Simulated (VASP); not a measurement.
# MnTeS: structure and properties in VASP

Wanted: the relaxed cell of MnTeS and its properties. The steps: rough relaxation of the start cell, full relaxation (PBEsol + U), second relaxation, single point with fields (PBEsol + U), bands along the symmetry lines (PBEsol + U), total and projected DOS (PBEsol + U), volume scan with PBEsol + U, fit for PBEsol + U, zone-centre phonons (PBEsol + U) and total energy, forces and stress (PBEsol + U), changed input. The cell is invented: it takes the structure of a Materials Project entry for TiTeS (space group 156 there), with some of its atoms replaced by other elements, volume scaled by an estimate. It may not be a known or stable phase.

Method: PBEsol, DFT+U (Mn d 5.3 eV), spin-polarised from a ferromagnetic start (one magnetic atom a cell); plane waves and PAW (Te, Mn_pv, S), in the first sound run; inputs show where later runs differ, in VASP 6.6.1.

### 1. Set-up

Before any relaxation, the start is as follows. The structure is trigonal, space group P3m1 (No. 156). Conventional cell: a = 3.618 Å, b = 3.618 Å, c = 6.551 Å, α = 90.00°, β = 90.00°, γ = 120.00°. Nearest to Te lie 3 Mn at 2.81 Å. Nearest to Mn lie 3 S at 2.42 Å and 3 Te at 2.81 Å. Nearest to S lie 3 Mn at 2.42 Å. It derives from TiTeS. it takes the structure of a Materials Project entry for TiTeS (space group 156 there), with some of its atoms replaced by other elements, volume scaled by an estimate. Farther neighbours and most contacts between anions are not listed.

Coordinates:

```xyz
3
Lattice="3.6177 0.0000 0.0000 -1.8088 3.1330 0.0000 0.0000 0.0000 6.5512" Properties=species:S:1:pos:R:3 pbc="T T T"
Te    0.0000    0.0000    4.8938
Mn    0.0000    2.0887    0.2179
S     1.8088    1.0443    1.4395
```

### 2. Rough relaxation of the start cell

The start is only an estimate, so a cheap relaxation brings it near a minimum before any careful run. PBEsol restores the gradient expansion of exchange and is tuned for the cells of solids. A Hubbard U penalises fractional filling of the localised shell, which semilocal functionals favour.

INCAR reads:

```
SYSTEM = MnTeS
PREC = Normal
ENCUT = 400
EDIFF = 1E-05
NELM = 60
ISMEAR = 0
SIGMA = 0.05
LREAL = .FALSE.
ALGO = Fast
GGA = PS
NBANDS = 20
ISPIN = 2
MAGMOM = 0 4 0
LDAU = .TRUE.
LDAUTYPE = 2
LDAUL = -1 2 -1
LDAUU = 0 5.3 0
LDAUJ = 0 0 0
LDAUPRINT = 1
LASPH = .TRUE.
LMAXMIX = 4
LORBIT = 11
LWAVE = .FALSE.
LCHARG = .FALSE.
IBRION = 2
NSW = 40
ISIF = 3
EDIFFG = -0.04
```

POSCAR reads:

```
MnTeS
1.0
    3.6176530000      0.0000000000      0.0000000000
   -1.8088260000      3.1329790000      0.0000000000
    0.0000000000      0.0000000000      6.5512130000
Te Mn S
1 1 1
Direct
    0.0000000000      0.0000000000      0.7470097000
    0.3333333300      0.6666666700      0.0332652300
    0.6666666700      0.3333333300      0.2197240700
```

KPOINTS reads:

```
Automatic mesh
0
Gamma
5 5 3
0 0 0
```

The projector-augmented-wave data sets are Te, Mn_pv and S (PBE family, release 64).

Launch:

```
> mpirun -np 1 vasp_std
```

The log of the run:

```text
[banner, memory and clock lines left out]
running    1 mpi-ranks, on    1 nodes
 distrk:  each k-point on    1 cores,    1 groups
 distr:  one band on    1 cores,    1 groups

 POSCAR found type information on POSCAR TeMnS
 POSCAR found :  3 types and       3 ions
|                                                                             |
|               ----> ADVICE to this user running VASP <----                  |
|                                                                             |
|     You enforced a specific xc type in the INCAR file but a different       |
|     [... a line on the potential file left out ...]
|     I HOPE YOU KNOW WHAT YOU ARE DOING!                                     |
|                                                                             |

 LDA part: xc-table for (Slater+PW92), standard interpolation
 POSCAR, INCAR and KPOINTS ok, starting setup
 FFT: planning ... GRIDC
 FFT: planning ... GRID_SOFT
 FFT: planning ... GRID
 WAVECAR not read
 entering main loop
       N       E                     dE             d eps       ncg     rms          rms(c)
DAV:   1     0.135745150207E+03    0.13575E+03   -0.11638E+04  1112   0.954E+02
DAV:   2    -0.690190883921E+01   -0.14265E+03   -0.13739E+03  1024   0.250E+02
DAV:   3    -0.159381201878E+02   -0.90362E+01   -0.89324E+01  1144   0.646E+01
DAV:   4    -0.161129368279E+02   -0.17482E+00   -0.17427E+00  1216   0.938E+00
DAV:   5    -0.161155398212E+02   -0.26030E-02   -0.26027E-02  1116   0.110E+00    0.151E+01
RMM:   6    -0.175362578405E+02   -0.14207E+01   -0.24757E+01   981   0.387E+01    0.227E+01
RMM:   7    -0.153588338100E+02    0.21774E+01   -0.32406E+00   960   0.147E+01    0.813E+00
RMM:   8    -0.156699437089E+02   -0.31111E+00   -0.24358E-01   961   0.343E+00    0.531E+00
RMM:   9    -0.155950210593E+02    0.74923E-01   -0.16261E-01   964   0.322E+00    0.269E+00
RMM:  10    -0.157005176327E+02   -0.10550E+00   -0.42252E-02   961   0.161E+00    0.980E-01
RMM:  11    -0.157068859081E+02   -0.63683E-02   -0.89279E-03   963   0.691E-01    0.288E-01
RMM:  12    -0.157072267722E+02   -0.34086E-03   -0.11426E-03   970   0.277E-01    0.148E-01
RMM:  13    -0.157073417604E+02   -0.11499E-03   -0.40299E-04   971   0.136E-01    0.748E-02
RMM:  14    -0.157073527152E+02   -0.10955E-04   -0.92813E-05   908   0.754E-02    0.307E-02
RMM:  15    -0.157073590945E+02   -0.63793E-05   -0.27501E-05   779   0.410E-02
   1 F= -.15707359E+02 E0= -.15705647E+02  d E =-.157074E+02  mag=     3.6398
 curvature:   0.00 expect dE= 0.000E+00 dE for cont linesearch  0.000E+00
 trial: gam= 0.00000 g(F)=  0.253E-01 g(S)=  0.676E-02 ort = 0.000E+00 (trialstep = 0.100E+01)
 search vector abs. value=  0.320E-01
 bond charge predicted
       N       E                     dE             d eps       ncg     rms          rms(c)
DAV:   1    -0.156944876332E+02    0.12865E-01   -0.43985E+00  1384   0.498E+01    0.283E+00
RMM:   2    -0.157165594960E+02   -0.22072E-01   -0.82115E-01  1057   0.791E+00    0.220E+00
RMM:   3    -0.157323182945E+02   -0.15759E-01   -0.16977E-01   991   0.290E+00    0.619E-01
RMM:   4    -0.157310043031E+02    0.13140E-02   -0.15216E-02   996   0.951E-01    0.379E-01
RMM:   5    -0.157304476664E+02    0.55664E-03   -0.38037E-03  1020   0.406E-01    0.215E-01
RMM:   6    -0.157303991064E+02    0.48560E-04   -0.61554E-04   989   0.170E-01    0.136E-01
RMM:   7    -0.157303960983E+02    0.30081E-05   -0.18702E-04  1001   0.107E-01    0.531E-02
RMM:   8    -0.157304035753E+02   -0.74770E-05   -0.63421E-05   871   0.540E-02
   2 F= -.15730404E+02 E0= -.15728346E+02  d E =-.230445E-01  mag=     3.6400
[... from here on, the cycles between the ionic steps are left out ...]
   3 F= -.15730338E+02 E0= -.15728440E+02  d E =-.229792E-01  mag=     3.6533
   4 F= -.15737252E+02 E0= -.15735090E+02  d E =-.298930E-01  mag=     3.6400
   5 F= -.15754773E+02 E0= -.15752544E+02  d E =-.175212E-01  mag=     3.6902
   6 F= -.15772433E+02 E0= -.15769251E+02  d E =-.351812E-01  mag=     3.9771
   7 F= -.15775088E+02 E0= -.15774434E+02  d E =-.378361E-01  mag=     4.1200
   8 F= -.15783946E+02 E0= -.15783276E+02  d E =-.466942E-01  mag=     4.1174
   9 F= -.15791564E+02 E0= -.15791022E+02  d E =-.761768E-02  mag=     4.1199
  10 F= -.15806430E+02 E0= -.15805805E+02  d E =-.224834E-01  mag=     4.1200
  11 F= -.15799305E+02 E0= -.15798122E+02  d E =-.153587E-01  mag=     4.1200
  12 F= -.15809519E+02 E0= -.15808660E+02  d E =-.255726E-01  mag=     4.1200
  13 F= -.15820088E+02 E0= -.15819308E+02  d E =-.105695E-01  mag=     4.1200
  14 F= -.15831154E+02 E0= -.15830600E+02  d E =-.216350E-01  mag=     4.1200
  15 F= -.15831251E+02 E0= -.15830682E+02  d E =-.217318E-01  mag=     4.1200
  16 F= -.15834075E+02 E0= -.15833589E+02  d E =-.282415E-02  mag=     4.1200
  17 F= -.15838671E+02 E0= -.15838107E+02  d E =-.741984E-02  mag=     4.1200
  18 F= -.15838939E+02 E0= -.15838285E+02  d E =-.768809E-02  mag=     4.1198
  19 F= -.15839819E+02 E0= -.15839028E+02  d E =-.880122E-03  mag=     4.1198
  20 F= -.15840503E+02 E0= -.15839436E+02  d E =-.156431E-02  mag=     4.1197
  21 F= -.15841127E+02 E0= -.15839930E+02  d E =-.624122E-03  mag=     4.1196
  22 F= -.15842793E+02 E0= -.15841297E+02  d E =-.229033E-02  mag=     4.1191
  23 F= -.15845601E+02 E0= -.15844307E+02  d E =-.509749E-02  mag=     4.1177
  24 F= -.15843210E+02 E0= -.15842128E+02  d E =-.270724E-02  mag=     4.1217
  25 F= -.15846570E+02 E0= -.15845554E+02  d E =-.606704E-02  mag=     4.1194
  26 F= -.15847340E+02 E0= -.15846355E+02  d E =-.769879E-03  mag=     4.1198
  27 F= -.15847514E+02 E0= -.15846531E+02  d E =-.943554E-03  mag=     4.1200
  28 F= -.15847997E+02 E0= -.15847014E+02  d E =-.483409E-03  mag=     4.1200
 trial-energy change:   -0.000483  1 .order   -0.000502   -0.000653   -0.000351
 step:   1.0136(harm=  1.0136)  dis= 0.00447  next Energy=   -15.848219 (dE=-0.706E-03)
 bond charge predicted
       N       E                     dE             d eps       ncg     rms          rms(c)
DAV:   1    -0.158467531879E+02    0.12490E-02   -0.71153E-02  1316   0.676E+00    0.300E-01
RMM:   2    -0.158478668375E+02   -0.11136E-02   -0.13811E-02  1032   0.972E-01    0.175E-01
RMM:   3    -0.158482246613E+02   -0.35782E-03   -0.29398E-03   980   0.359E-01    0.671E-02
RMM:   4    -0.158482512369E+02   -0.26576E-04   -0.42468E-04   978   0.131E-01    0.493E-02
RMM:   5    -0.158482470820E+02    0.41549E-05   -0.35484E-05   724   0.437E-02
  29 F= -.15848247E+02 E0= -.15847264E+02  d E =-.733377E-03  mag=     4.1199
 curvature:  -0.51 expect dE=-0.170E-03 dE for cont linesearch -0.676E-05
 trial: gam= 0.15011 g(F)=  0.529E-04 g(S)=  0.279E-03 ort = 0.136E-03 (trialstep = 0.578E+00)
 search vector abs. value=  0.405E-03
 reached required accuracy - stopping structural energy minimisation
```

Wall time 3 min (1 MPI rank of Intel Xeon 6975P-C (Granite Rapids), shared host); peak memory 0.15 GiB.

The logs omit lines about the potential files and the build; timing stands in the text.

Parts of OUTCAR (step 2):

```text
ion  position               nearest neighbor table
   1  0.000  0.000  0.747-   2 2.81   2 2.81   2 2.81
   2  0.333  0.667  0.033-   3 2.42   3 2.42   3 2.42   1 2.81   1 2.81   1 2.81
   3  0.667  0.333  0.220-   2 2.42   2 2.42   2 2.42

  LATTYP: Found a hexagonal cell.
 ALAT       =     3.6176530000
 C/A-ratio  =     1.8109014325

 Subroutine GETGRP returns: Found  6 space group operations
 (whereof  6 operations were pure point group operations)

The static configuration has the point symmetry C_3v.

 Found     12 irreducible k-points:

   k-points           NKPTS =     12   k-points in BZ     NKDIM =     12   number of bands    NBANDS=     20

   dimension x,y,z NGX =    18 NGY =   18 NGZ =   32
   dimension x,y,z NGXF=    36 NGYF=   36 NGZF=   64

   ENCUT  =  400.0 eV  29.40 Ry    5.42 a.u.   5.90  5.90 10.68*2*pi/ulx,y,z

   NELECT =      25.0000    total number of electrons

 k-points in reciprocal lattice and weights: Automatic mesh
   0.00000000  0.00000000  0.00000000       0.013
   0.20000000  0.00000000  0.00000000       0.080
   0.40000000 -0.00000000  0.00000000       0.080
   0.20000000  0.20000000  0.00000000       0.080
   0.40000000  0.20000000  0.00000000       0.080
   0.00000000  0.00000000  0.33333333       0.027
   0.20000000  0.00000000  0.33333333       0.080
   0.00000000  0.20000000  0.33333333       0.080
   0.40000000 -0.00000000  0.33333333       0.080
   0.00000000  0.40000000  0.33333333       0.080
   0.20000000  0.20000000  0.33333333       0.160
   0.40000000  0.20000000  0.33333333       0.160

atom =   2  type =  2  l = 2

 onsite density matrix

spin component  1

  0.9230 -0.0000 -0.0000  0.0164  0.0000
 -0.0000  0.9081 -0.0000  0.0000  0.0164
 -0.0000 -0.0000  0.9331 -0.0000 -0.0000
  0.0164  0.0000 -0.0000  0.9081  0.0000
  0.0000  0.0164 -0.0000  0.0000  0.9230

spin component  2

  0.0583  0.0000 -0.0000 -0.0430  0.0000
  0.0000  0.0807  0.0000  0.0000 -0.0430
 -0.0000  0.0000  0.0318  0.0000 -0.0000
 -0.0430  0.0000  0.0000  0.0807 -0.0000
  0.0000 -0.0430 -0.0000 -0.0000  0.0583

 occupancies and eigenvectors

  o =  0.0251  v =  0.0000  0.0000  0.0000  0.0000  0.0000 -0.3427  0.5513  0.0000 -0.2649  0.7131      0.0000  0.0000  0.0000  0.0000  0.0000  0.0000  0.0000  0.0000  0.0000  0.0000
  o =  0.0251  v =  0.0000  0.0000  0.0000  0.0000  0.0000 -0.7131 -0.2649 -0.0000 -0.5513 -0.3427      0.0000  0.0000  0.0000  0.0000  0.0000  0.0000  0.0000  0.0000  0.0000  0.0000
  o =  0.0318  v =  0.0000  0.0000  0.0000  0.0000  0.0000  0.0000  0.0000 -1.0000  0.0000  0.0000      0.0000  0.0000  0.0000  0.0000  0.0000  0.0000  0.0000  0.0000  0.0000  0.0000
  o =  0.1139  v =  0.0000  0.0000  0.0000  0.0000  0.0000  0.2649  0.7131  0.0000 -0.3427 -0.5513      0.0000  0.0000  0.0000  0.0000  0.0000  0.0000  0.0000  0.0000  0.0000  0.0000
  o =  0.1139  v =  0.0000  0.0000  0.0000  0.0000  0.0000 -0.5513  0.3427  0.0000  0.7131 -0.2649      0.0000  0.0000  0.0000  0.0000  0.0000  0.0000  0.0000  0.0000  0.0000  0.0000
  o =  0.8975  v =  0.2347  0.7575 -0.0000 -0.3640 -0.4885  0.0000  0.0000  0.0000  0.0000  0.0000      0.0000  0.0000  0.0000  0.0000  0.0000  0.0000  0.0000  0.0000  0.0000  0.0000
  o =  0.8975  v = -0.4885  0.3640 -0.0000  0.7575 -0.2347  0.0000  0.0000  0.0000  0.0000  0.0000      0.0000  0.0000  0.0000  0.0000  0.0000  0.0000  0.0000  0.0000  0.0000  0.0000
  o =  0.9331  v = -0.0002 -0.0001 -1.0000 -0.0001 -0.0002  0.0000  0.0000  0.0000  0.0000  0.0000      0.0000  0.0000  0.0000  0.0000  0.0000  0.0000  0.0000  0.0000  0.0000  0.0000
  o =  0.9337  v =  0.3641 -0.4884  0.0001  0.2348 -0.7574  0.0000  0.0000  0.0000  0.0000  0.0000      0.0000  0.0000  0.0000  0.0000  0.0000  0.0000  0.0000  0.0000  0.0000  0.0000
  o =  0.9337  v =  0.7574  0.2348 -0.0003  0.4885  0.3641  0.0000  0.0000  0.0000  0.0000  0.0000      0.0000  0.0000  0.0000  0.0000  0.0000  0.0000  0.0000  0.0000  0.0000  0.0000

 average (electrostatic) potential at core
       1 -88.3764       2 -68.7440       3 -85.1150

 E-fermi :   5.8343

 spin component 1
 k-point     1 :       0.0000    0.0000    0.0000
  band No.  band energies     occupation
    ...
      7       0.4437      1.00000
      8       0.4437      1.00000
      9       1.0159      1.00000
     10       1.0159      1.00000
     11       1.4377      1.00000
     12       6.3818      0.00000
     13       6.4367      0.00000
     14       6.4367      0.00000
     15       8.0001      0.00000
     16       8.0001      0.00000
    ...

 k-point     2 :       0.2000    0.0000    0.0000
  band No.  band energies     occupation
    ...
     10       0.9969      1.00000
     11       1.6412      1.00000
     12       4.3342      1.00000
     13       5.3925      1.00000
     14       5.8081      0.76995
     15       6.6587      0.00000
     16       7.5585      0.00000
     17      11.1497      0.00000
     18      12.1463      0.00000
     19      13.0970      0.00000
    ...

 k-point     3 :       0.4000   -0.0000    0.0000
  band No.  band energies     occupation
    ...
     11       2.0723      1.00000
     12       2.4081      1.00000
     13       3.1583      1.00000
     14       4.8902      1.00000
     15       5.7238      0.99911
     16       7.0408      0.00000
     17      10.4345      0.00000
     18      11.1716      0.00000
     19      11.7050      0.00000
     20      14.1158      0.00000

 k-point     4 :       0.2000    0.2000    0.0000
  band No.  band energies     occupation
    ...
     11       2.1856      1.00000
     12       3.0319      1.00000
     13       3.1571      1.00000
     14       5.1667      1.00000
     15       5.5717      1.00000
     16       6.3301      0.00000
     17      10.6291      0.00000
     18      12.5301      0.00000
     19      13.1082      0.00000
     20      13.6535      0.00000

 k-point     5 :       0.4000    0.2000    0.0000
  band No.  band energies     occupation
    ...
     12       2.4825      1.00000
     13       3.3880      1.00000
     14       4.0619      1.00000
     15       4.9024      1.00000
     16       5.3604      1.00000
     17       9.4055      0.00000
     18      12.8995      0.00000
     19      13.2211      0.00000
     20      13.9299      0.00000

 k-point     6 :       0.0000    0.0000    0.3333
  band No.  band energies     occupation
    ...
      8       0.4469      1.00000
      9       1.0148      1.00000
     10       1.0148      1.00000
     11       2.0451      1.00000
     12       4.5381      1.00000
     13       6.3700      0.00000
     14       6.3700      0.00000
     15       8.1166      0.00000
     16       8.1166      0.00000
     17      11.3274      0.00000
    ...

  Total       -0.0913547     -0.0913547     -0.0257041     -0.0000000      0.0000000     -0.0000000
  in kB       -2.1915572     -2.1915567     -0.6166306     -0.0000003      0.0000000     -0.0000000
  external PRESSURE =      -1.6665815 kB  Pullay stress =       0.0000000 kB

  energy-cutoff  :      400.00
  volume of cell :       66.79
      direct lattice vectors                 reciprocal lattice vectors
     3.524567398 -0.000000016 -0.000000000     0.283722764  0.163807389 -0.000000000
    -1.762283225  3.052364544  0.000000000     0.000000001  0.327614867  0.000000000
     0.000000000 -0.000000000  6.207925513     0.000000000 -0.000000000  0.161084407

 POSITION                                       TOTAL-FORCE (eV/Angst)
 -----------------------------------------------------------------------------------
      0.00000     -0.00000      4.35186         0.000000     -0.000000      0.008139
      0.00000      2.03491      0.29201        -0.000000      0.000000     -0.026390
      1.76228      1.01745      1.56405         0.000000     -0.000000      0.018251
 -----------------------------------------------------------------------------------
    total drift:                                0.000002     -0.000007      0.009959

  FREE ENERGIE OF THE ION-ELECTRON SYSTEM (eV)
  ---------------------------------------------------
  free  energy   TOTEN  =       -15.8482470820 eV

  energy  without entropy=      -15.8462800907  energy(sigma->0) =      -15.84726359

 reached required accuracy - stopping structural energy minimisation

 total charge
# of ion       s       p       d       tot
------------------------------------------
    1        1.431   1.799   0.038   3.268
    2        0.281   6.240   4.884  11.405
    3        1.354   2.332   0.000   3.685
--------------------------------------------------
tot          3.066  10.370   4.922  18.358

 magnetization (x)
# of ion       s       p       d       tot
------------------------------------------
    1        0.005  -0.097   0.002  -0.090
    2        0.044   0.042   4.276   4.362
    3        0.001  -0.234   0.000  -0.233
--------------------------------------------------
tot          0.050  -0.289   4.279   4.039

[... 6 further parts left out ...]
```

The cell holds one magnetic atom, so no antiferromagnetic order fits into it. The k-mesh is coarse for a metal. The bonds form layers, held to each other by dispersion, which PBEsol lacks, so the spacing between them is unreliable. This relaxation is a rough one on cheap settings, only to bring the start near its minimum. The PAW data sets were made with PBE, which is usual practice but a small mismatch for other functionals. After so large a change of volume the plane waves of the start cell no longer fit, so the final stress carries a basis-set error. The run keeps the 6 symmetry operations of its start, so it cannot find a distortion of lower symmetry.

Step by step (22 of 29):

```csv
step,energy less that of the first step (eV),largest force (eV/Å),pressure (GPa),volume (Å³)
1,0.0000,0.5241,-0.69,74.25
2,-0.0230,0.3904,-0.15,73.11
4,-0.0299,0.4746,0.61,72.10
5,-0.0474,0.3521,-0.34,72.39
6,-0.0651,0.2347,-1.42,72.76
8,-0.0766,0.1313,-2.32,73.10
9,-0.0842,0.0749,-2.35,72.75
10,-0.0991,0.0896,-2.23,71.72
12,-0.1022,0.1938,-2.21,71.02
13,-0.1127,0.1622,-1.59,70.14
14,-0.1238,0.2787,0.29,67.82
16,-0.1267,0.2070,0.22,67.86
17,-0.1313,0.0765,0.09,67.48
18,-0.1316,0.1162,0.20,67.34
20,-0.1331,0.0940,-0.45,67.71
21,-0.1338,0.0806,-0.29,67.64
22,-0.1354,0.0536,-0.12,67.42
24,-0.1359,0.2677,0.62,66.07
25,-0.1392,0.1276,0.23,66.69
26,-0.1400,0.1255,0.19,66.66
28,-0.1406,0.0751,-0.05,66.70
29,-0.1409,0.0264,-0.17,66.79
```

```csv
"conventional cell, symmetrised",before,after,change
a (Å),3.618,3.525,-2.6 %
b (Å),3.618,3.525,-2.6 %
c (Å),6.551,6.208,-5.2 %
volume (Å³/atom),24.75,22.26,-10.1 %
```

The atoms that moved most (Å, as changes of fractional coordinates times the final cell):

```csv
atom,dx,dy,dz,length
Te1,0.000,0.000,-0.286,0.286
S3,0.000,0.000,0.200,0.200
Mn2,0.000,0.000,0.086,0.086
```

The relaxed structure:

```
Te Mn S
1.0
     3.52457    0.00000    0.00000
    -1.76228    3.05236    0.00000
     0.00000    0.00000    6.20793
Te Mn S
1 1 1
Direct
  0.00000 0.00000 0.70102
  0.33333 0.66667 0.04704
  0.66667 0.33333 0.25194
```

This step gave:

```
electrons                                         : 25
bands                                             : 20
irreducible k-points                              : 12
symmetry operations                               : 6
free energy (TOTEN)                               : -15.85 eV
energy at zero smearing                           : -15.85 eV
Fermi energy                                      : 5.834 eV
pressure                                          : -0.1667 GPa
moment of the cell, from the last line of the log : 4.120 μB
metallic                                          : yes
SCF cycles over all ionic steps                   : 214
```

Spin moment in the PAW sphere by atom:

```csv
atom,spin moment in the PAW sphere (μB)
Te1,-0.09
Mn2,4.36
S3,-0.23
```

It ends with a largest force of 0.026 eV/Å and a pressure of -0.17 GPa.

[end of part 1 of 9]

[Lines on the potential files, build, host, timing and source positions are cut from VASP's logs without a mark.]

[Logs are printed without paths, hosts, clocks, repeated set-up lines and the standing remarks that a program may print on its own settings, such as how far it seeks lower states.]

[Hosts, paths, dates, database ids (printed as entryN), source tags and the programs' standing remarks are cut or masked in the printed files.]

[A measured line is paired with the nearest computed mode of its activity, which favours agreement.]
